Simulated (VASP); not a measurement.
OSZICAR of a VASP run on Co (hcp):

**OSZICAR**
```
       N       E                     dE             d eps       ncg     rms          rms(c)
DAV:   1     0.704617009319E+02    0.70462E+02   -0.70312E+03  8228   0.130E+03
DAV:   2    -0.143512451815E+02   -0.84813E+02   -0.78472E+02  8114   0.237E+02
DAV:   3    -0.161493820212E+02   -0.17981E+01   -0.17511E+01  9738   0.483E+01
DAV:   4    -0.161780553716E+02   -0.28673E-01   -0.28668E-01 11716   0.462E+00
DAV:   5    -0.161782561167E+02   -0.20075E-03   -0.20074E-03  9921   0.369E-01    0.145E+01
DAV:   6    -0.145379687375E+02    0.16403E+01   -0.14109E+01  8632   0.756E+01    0.726E+00
DAV:   7    -0.140990625110E+02    0.43891E+00   -0.19786E+00  8947   0.275E+01    0.380E+00
DAV:   8    -0.140817983878E+02    0.17264E-01   -0.19858E-02 11163   0.159E+00    0.177E+00
DAV:   9    -0.140665774190E+02    0.15221E-01   -0.61382E-03 11420   0.138E+00    0.512E-01
DAV:  10    -0.140665309879E+02    0.46431E-04   -0.11253E-03 10951   0.464E-01    0.122E-01
DAV:  11    -0.140664620133E+02    0.68975E-04   -0.88198E-05 11651   0.140E-01    0.281E-02
DAV:  12    -0.140664598494E+02    0.21640E-05   -0.54479E-06  9043   0.293E-02    0.142E-02
DAV:  13    -0.140664596934E+02    0.15595E-06   -0.14414E-06  5403   0.189E-02
   1 F= -.14066460E+02 E0= -.14066394E+02  d E =-.140665E+02  mag=     3.2816
       N       E                     dE             d eps       ncg     rms          rms(c)
DAV:   1    -0.147279130052E+02   -0.66145E+00   -0.75015E+00  8128   0.494E+01    0.666E+00
DAV:   2    -0.141934087414E+02    0.53450E+00   -0.29856E+00  8639   0.358E+01    0.422E+00
DAV:   3    -0.140818303722E+02    0.11158E+00   -0.34388E-01  8611   0.119E+01    0.179E+00
DAV:   4    -0.140731312641E+02    0.86991E-02   -0.50138E-03 11226   0.901E-01    0.619E-01
DAV:   5    -0.140653848696E+02    0.77464E-02   -0.16169E-03 12272   0.568E-01    0.154E-01
DAV:   6    -0.140653005140E+02    0.84356E-04   -0.29845E-04 10331   0.211E-01    0.623E-02
DAV:   7    -0.140652993110E+02    0.12031E-05   -0.22257E-05  8965   0.663E-02    0.252E-02
DAV:   8    -0.140652962722E+02    0.30387E-05   -0.10697E-06  6225   0.154E-02    0.342E-03
DAV:   9    -0.140652956814E+02    0.59079E-06   -0.21836E-07  4239   0.746E-03
   2 F= -.14065296E+02 E0= -.14065532E+02  d E =0.116401E-02  mag=     3.2027
       N       E                     dE             d eps       ncg     rms          rms(c)
DAV:   1    -0.142471145075E+02   -0.18182E+00   -0.20004E+00  8100   0.265E+01    0.329E+00
DAV:   2    -0.141133265397E+02    0.13379E+00   -0.80171E-01  8590   0.180E+01    0.214E+00
DAV:   3    -0.140811733536E+02    0.32153E-01   -0.93375E-02  8576   0.624E+00    0.909E-01
DAV:   4    -0.140788439851E+02    0.23294E-02   -0.12102E-03 10163   0.445E-01    0.335E-01
DAV:   5    -0.140766912442E+02    0.21527E-02   -0.58741E-04 12276   0.330E-01    0.546E-02
DAV:   6    -0.140767159021E+02   -0.24658E-04   -0.34906E-05  8895   0.644E-02    0.242E-02
DAV:   7    -0.140767206759E+02   -0.47737E-05   -0.58060E-06  9331   0.363E-02    0.186E-02
DAV:   8    -0.140767241143E+02   -0.34384E-05   -0.10250E-06  4851   0.134E-02    0.281E-03
DAV:   9    -0.140767243638E+02   -0.24948E-06   -0.61034E-08  4106   0.348E-03
   3 F= -.14076724E+02 E0= -.14076815E+02  d E =-.102647E-01  mag=     3.2461
       N       E                     dE             d eps       ncg     rms          rms(c)
DAV:   1    -0.140767860139E+02   -0.61900E-04   -0.74564E-04  8114   0.504E-01    0.646E-02
DAV:   2    -0.140767359300E+02    0.50084E-04   -0.30269E-04  8597   0.355E-01    0.425E-02
DAV:   3    -0.140767235993E+02    0.12331E-04   -0.36232E-05  8534   0.122E-01    0.176E-02
DAV:   4    -0.140767228287E+02    0.77054E-06   -0.42435E-07  4701   0.917E-03
   4 F= -.14076723E+02 E0= -.14076817E+02  d E =-.102631E-01  mag=     3.2453
       N       E                     dE             d eps       ncg     rms          rms(c)
DAV:   1    -0.140770884792E+02   -0.36488E-03   -0.10579E-02  9024   0.882E-01    0.114E-01
DAV:   2    -0.140768631806E+02    0.22530E-03   -0.16021E-04 10983   0.230E-01    0.585E-02
DAV:   3    -0.140767880403E+02    0.75140E-04   -0.10655E-04  9846   0.120E-01    0.176E-02
DAV:   4    -0.140767917678E+02   -0.37275E-05   -0.88703E-06  9153   0.448E-02    0.437E-03
DAV:   5    -0.140767911109E+02    0.65690E-06   -0.46852E-07  4211   0.135E-02
   5 F= -.14076791E+02 E0= -.14076890E+02  d E =-.682821E-04  mag=     3.2436
       N       E                     dE             d eps       ncg     rms          rms(c)
DAV:   1    -0.140768086830E+02   -0.16915E-04   -0.64137E-04  9024   0.216E-01    0.286E-02
DAV:   2    -0.140767950684E+02    0.13615E-04   -0.95942E-06 10813   0.565E-02    0.147E-02
DAV:   3    -0.140767899342E+02    0.51343E-05   -0.67824E-06  9159   0.298E-02    0.452E-03
DAV:   4    -0.140767904114E+02   -0.47728E-06   -0.52786E-07  4121   0.116E-02
   6 F= -.14076790E+02 E0= -.14076891E+02  d E =-.675827E-04  mag=     3.2431
       N       E                     dE             d eps       ncg     rms          rms(c)
DAV:   1    -0.140767929955E+02   -0.30613E-05   -0.64736E-05  9024   0.697E-02    0.870E-03
DAV:   2    -0.140767915141E+02    0.14814E-05   -0.72746E-07  4834   0.188E-02    0.434E-03
DAV:   3    -0.140767912482E+02    0.26593E-06   -0.90087E-07  4393   0.963E-03
   7 F= -.14076791E+02 E0= -.14076893E+02  d E =-.684194E-04  mag=     3.2433
```

**Question.** Which electronic solver shows in the log?

**Answer.** It is blocked Davidson (ALGO = Normal, or the opening steps of other solvers). The INCAR had ALGO = Normal.

**Question.** How was spin treated?

**Answer.** Collinear spin (ISPIN = 2): the summary line carries one mag value, 3.24 μB in the cell.

**Question.** Can the final energy be trusted as converged?

**Answer.** The run converged. It stopped with EDIFF = 1E-6, NELM = 100, NSW = 60 and EDIFFG = -0.01 after 7 ionic steps (PBE GGA, plane waves, VASP's PBE PAW potentials (set 64)). Energy and stress use the plane-wave basis of the starting cell.

The compound is Co in the hcp structure. This run relaxes it. Symmetry was kept, so distortions that lower it aren't found.
